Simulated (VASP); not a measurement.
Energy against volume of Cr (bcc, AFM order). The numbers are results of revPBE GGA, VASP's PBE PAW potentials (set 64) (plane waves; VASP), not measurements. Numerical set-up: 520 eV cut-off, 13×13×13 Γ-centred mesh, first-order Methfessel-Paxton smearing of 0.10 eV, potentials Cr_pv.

```json
[
 {"V (Å³/atom)": "11.730", "E (eV/atom)": "-9.12570"},
 {"V (Å³/atom)": "12.093", "E (eV/atom)": "-9.13247"},
 {"V (Å³/atom)": "12.455", "E (eV/atom)": "-9.12903"},
 {"V (Å³/atom)": "12.818", "E (eV/atom)": "-9.11743"}
]
```

### Question
Fit these four points and predict the energy of the run at 11.367 Å³/atom.

### Answer
A cubic in V^(−2/3), the third-order Birch-Murnaghan form, passes through the four points with V0 = 12.14 Å³/atom and B0 = 146 GPa, and gives -9.1062 eV/atom there. The run gave -9.1058 eV/atom, +0.3 meV/atom from the fit; all five points give B0 = 147 GPa.

The compound is Cr in the bcc, AFM order structure. It was relaxed first.
